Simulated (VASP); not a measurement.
Method: PBE GGA with D3 dispersion (Becke-Johnson damping), VASP's PBE PAW potentials (set 64) (plane waves; VASP).

VASP ran on this input.

KPOINTS:
```
kpoints
0
G
 8 8 4
```

File POSCAR:
```
GaN
1.0
  1.5664039975  -2.7130912713   0.0000000000
  1.5664039975   2.7130912713   0.0000000000
  0.0000000000   0.0000000000   5.0988325129
Ga N
2 2
Cartesian
  1.5664039975  -0.9043655658   2.5495870515
  1.5664039975   0.9043655658   0.0001707951
  1.5664039975  -0.9043655658   4.4715053187
  1.5664039975   0.9043655658   1.9220890623
```

**INCAR**
```
LWAVE = .False.
ALGO = Normal
ISMEAR = 0   # Gaussian
EDIFF = 1E-7   # SCF stop (eV)
ENCUT = 520
ISIF = 4   # ions and shape, fixed volume
IVDW = 12   # D3, Becke-Johnson
NELM = 100
LASPH = .True.   # aspherical one-centre terms
LCHARG = .False.
GGA = PE
NSW = 30   # most ionic steps
IBRION = 2   # conjugate gradients
SIGMA = 0.05
EDIFFG = -0.01
LMAXMIX = 4   # l cut-off of mixed one-centre charges
SYSTEM = GaN
LREAL = .False.   # projection in real space or not
PREC = Accurate
```

POTCAR, in this order: Ga_d N (PBE.64 set). Program: vasp_std.

The resulting files:

File OSZICAR:
```
       N       E                     dE             d eps       ncg     rms          rms(c)
DAV:   1     0.276221550874E+03    0.27622E+03   -0.18475E+04  1426   0.308E+03
DAV:   2     0.679257106007E+01   -0.26943E+03   -0.26136E+03  1504   0.534E+02
DAV:   3    -0.269490096329E+02   -0.33742E+02   -0.32960E+02  1512   0.155E+02
DAV:   4    -0.283227726774E+02   -0.13738E+01   -0.13702E+01  1830   0.327E+01
DAV:   5    -0.283431038282E+02   -0.20331E-01   -0.20311E-01  1504   0.369E+00    0.112E+01
DAV:   6    -0.240296472358E+02    0.43135E+01   -0.15186E+01  2386   0.605E+01    0.313E+00
DAV:   7    -0.241677167513E+02   -0.13807E+00   -0.20058E+00  1434   0.115E+01    0.278E+00
DAV:   8    -0.241669221729E+02    0.79458E-03   -0.29255E-01  1934   0.955E+00    0.861E-01
DAV:   9    -0.241427240579E+02    0.24198E-01   -0.11797E-01  2354   0.624E+00    0.309E-01
DAV:  10    -0.241436907008E+02   -0.96664E-03   -0.70128E-03  1474   0.856E-01    0.101E-01
DAV:  11    -0.241436745722E+02    0.16129E-04   -0.12279E-03  2022   0.740E-01    0.175E-02
DAV:  12    -0.241436853844E+02   -0.10812E-04   -0.12956E-04  1618   0.141E-01    0.127E-02
DAV:  13    -0.241436855413E+02   -0.15696E-06   -0.22320E-05  2324   0.583E-02    0.297E-03
DAV:  14    -0.241436860329E+02   -0.49159E-06   -0.67910E-06  1738   0.206E-02    0.454E-03
DAV:  15    -0.241436860088E+02    0.24123E-07   -0.50423E-07  1506   0.946E-03
   1 F= -.25217544E+02 E0= -.25217544E+02  d E =-.252175E+02
       N       E                     dE             d eps       ncg     rms          rms(c)
DAV:   1    -0.241437978970E+02   -0.11186E-03   -0.13377E-02  1380   0.922E-01    0.595E-02
DAV:   2    -0.241437741883E+02    0.23709E-04   -0.43080E-04  1848   0.261E-01    0.347E-02
DAV:   3    -0.241437443492E+02    0.29839E-04   -0.39883E-05  1766   0.931E-02    0.440E-03
DAV:   4    -0.241437452581E+02   -0.90893E-06   -0.11411E-05  1424   0.334E-02    0.163E-03
DAV:   5    -0.241437452749E+02   -0.16862E-07   -0.43266E-07  1490   0.698E-03
   2 F= -.25217610E+02 E0= -.25217610E+02  d E =-.659011E-04
```

OUTCAR:
```
------------------------ aborting loop because EDIFF is reached ----------------------------------------
 Edisp (eV)   -1.07386
  FORCE on cell =-STRESS in cart. coord.  units (eV):
  Direction    XX          YY          ZZ          XY          YZ          ZX
  --------------------------------------------------------------------------------------
  Total       3.42560     3.42560     3.47048     0.00000     0.00000     0.00000
  in kB     126.64208   126.64208   128.30117     0.00000     0.00000     0.00000
  external pressure =      127.20 kB  Pullay stress =        0.00 kB
  volume of cell :       43.34
      direct lattice vectors                 reciprocal lattice vectors
     1.566025532 -2.712435746  0.000000000     0.319279597 -0.184336164  0.000000000
     1.566025532  2.712435746  0.000000000     0.319279597  0.184336164  0.000000000
     0.000000000  0.000000000  5.101297316     0.000000000  0.000000000  0.196028566
  FREE ENERGIE OF THE ION-ELECTRON SYSTEM (eV)
  ---------------------------------------------------
  free  energy   TOTEN  =       -25.2176101248 eV

  energy  without entropy=      -25.2176101248  energy(sigma->0) =      -25.21761012

 reached required accuracy - stopping structural energy minimisation
```
(Selected blocks of OUTCAR.)

CONTCAR:
```
GaN
   1.00000000000000
     1.5660255315185021   -2.7124357459019359    0.0000000000000000
     1.5660255315185021    2.7124357459019359    0.0000000000000000
     0.0000000000000000    0.0000000000000000    5.1012973161327571
  Ga              N
     2     2
Direct
     0.6666669999999968    0.3333330000000032    0.5002080330752244
     0.3333330000000032    0.6666669999999968    0.0002080330752244
     0.6666669999999968    0.3333330000000032    0.8767919669247780
     0.3333330000000032    0.6666669999999968    0.3767919669247780
```

The compound is GaN in the wurtzite structure. This cell is one point of a volume scan, at 0.94 of the reference volume. Symmetry was kept, so distortions that lower it aren't found.
